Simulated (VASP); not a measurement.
Given:

```xyz
4
Lattice="1.5750 -2.7281 0.0000 1.5750 2.7281 0.0000 0.0000 0.0000 5.0786" Properties=species:S:1:pos:R:3 pbc="T T T"
Al     1.5750    -0.9094     2.5435
Al     1.5750     0.9094     0.0042
N      1.5750    -0.9094     4.4752
N      1.5750     0.9094     1.9359
```

All values below come from vdW-DF2, VASP's PBE PAW potentials (set 64) (plane waves; VASP). Numerical set-up: 520 eV cut-off, 9×9×5 Γ-centred mesh, tetrahedra with Blöchl corrections, potentials Al N.

Q: Tabulate the total density of states (states/eV per cell) against energy (eV; zero at the valence-band maximum or, without a gap, the Fermi level).

A: 
```json
[
 {"E (eV)": "-9.97", "DOS (states/eV)": "0.00"},
 {"E (eV)": "-9.25", "DOS (states/eV)": "0.00"},
 {"E (eV)": "-8.53", "DOS (states/eV)": "0.00"},
 {"E (eV)": "-7.81", "DOS (states/eV)": "0.00"},
 {"E (eV)": "-7.09", "DOS (states/eV)": "0.00"},
 {"E (eV)": "-6.37", "DOS (states/eV)": "0.00"},
 {"E (eV)": "-5.65", "DOS (states/eV)": "0.00"},
 {"E (eV)": "-4.81", "DOS (states/eV)": "2.43"},
 {"E (eV)": "-4.09", "DOS (states/eV)": "1.80"},
 {"E (eV)": "-3.37", "DOS (states/eV)": "0.96"},
 {"E (eV)": "-2.65", "DOS (states/eV)": "1.71"},
 {"E (eV)": "-1.93", "DOS (states/eV)": "2.82"},
 {"E (eV)": "-1.21", "DOS (states/eV)": "4.13"},
 {"E (eV)": "-0.49", "DOS (states/eV)": "2.25"},
 {"E (eV)": "0.23", "DOS (states/eV)": "0.00"},
 {"E (eV)": "0.95", "DOS (states/eV)": "0.00"},
 {"E (eV)": "1.67", "DOS (states/eV)": "0.00"},
 {"E (eV)": "2.39", "DOS (states/eV)": "0.00"},
 {"E (eV)": "3.23", "DOS (states/eV)": "0.00"},
 {"E (eV)": "3.95", "DOS (states/eV)": "0.00"},
 {"E (eV)": "4.67", "DOS (states/eV)": "0.03"},
 {"E (eV)": "5.39", "DOS (states/eV)": "0.26"},
 {"E (eV)": "6.11", "DOS (states/eV)": "2.25"},
 {"E (eV)": "6.83", "DOS (states/eV)": "1.31"},
 {"E (eV)": "7.55", "DOS (states/eV)": "1.19"}
]
```
Within 2 eV below the valence-band maximum the largest weight inside VASP's projection spheres is N p.

The compound is AlN in the wurtzite structure. It was relaxed first.
